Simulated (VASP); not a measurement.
These are PBEsol GGA, VASP's PBE PAW potentials (set 64) (plane waves; VASP) values and carry that method's errors.

Input for VASP

INCAR:
```
SYSTEM = KCd4As3
PREC = Accurate
ENCUT = 300
EDIFF = 1E-6
NELM = 100
ALGO = Normal
LREAL = .FALSE.
LASPH = .TRUE.
ISMEAR = 0
SIGMA = 0.1
GGA = PS
LMAXMIX = 4
LWAVE = .FALSE.
LCHARG = .FALSE.
ISIF = 2
```

### POSCAR
```
KCd4As3
1
    2.2357000000     1.2907820000    11.9700000000
   -2.2357000000     1.2907820000    11.9700000000
    0.0000000000    -2.5815640000    11.9700000000
Cd As K
4 3 1
Direct
  0.0891830000   0.0891830000   0.0891830000
  0.9108170000   0.9108170000   0.9108170000
  0.3014100000   0.3014100000   0.3014100000
  0.6985900000   0.6985900000   0.6985900000
  0.2277500000   0.2277500000   0.2277500000
  0.7722500000   0.7722500000   0.7722500000
  0.0000000000   0.0000000000   0.0000000000
  0.5000000000   0.5000000000   0.5000000000
```

File KPOINTS:
```
K-points
0
G
  4 4 4
```

POTCAR, in this order: Cd As K_sv (PBE.64 set). Program: vasp_std.

### Question
What will the output report for the number of irreducible k-points (NKPTS), largest plane-wave count, number of space-group operations, FFT grid (NGX, NGY, NGZ)?

### Answer

```yaml
number of irreducible k-points (NKPTS): 13
largest_plane_wave_count: 2481
number_of_space_group_operations: 12
FFT grid (NGX, NGY, NGZ): 70 × 70 × 70
```

The structure comes from a measured KCd4As3 entry of the Crystallography Open Database, whose conditions weren't checked. The cell was not relaxed at this level. The k-mesh is coarse (spacing up to 0.41 per Å, 2π included), so the numbers may not be converged in it. The run is one of a series of settings (KPOINTS 4×4×4 Γ-centred mesh against the base run), some of them coarse on purpose.
